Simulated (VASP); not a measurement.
Cd:

```
CELL_PARAMETERS angstrom
2.95110 0.00000 0.00000
-1.47555 2.55573 0.00000
0.00000 0.00000 5.60249
ATOMIC_POSITIONS crystal
Cd 0.33333 0.66667 0.25000
Cd 0.66667 0.33333 0.75000
```

Base run:

```yaml
Program: VASP 6.6.1
Functional: PBEsol
Potentials_or_basis: VASP PAW PBE potentials, release 64 (Cd)
Cutoff: 900 eV
k_mesh: 18 × 18 × 8
Occupations: gaussian, width 0.1 eV
Spin: no spin polarisation
```

Its results: band gap on the k mesh none (metal or under the smearing width); pressure 0.1 GPa.

Q: The run is repeated on the same cell with these changes: functional from PBEsol to r2SCAN; cutoff from 900 eV to 520 eV. What comes out?

A: Band gap on the k mesh none (metal or under the smearing width); pressure 2.4 GPa.

Caveats: the PAW data sets were made with another functional, which shifts forces and pressure a little.
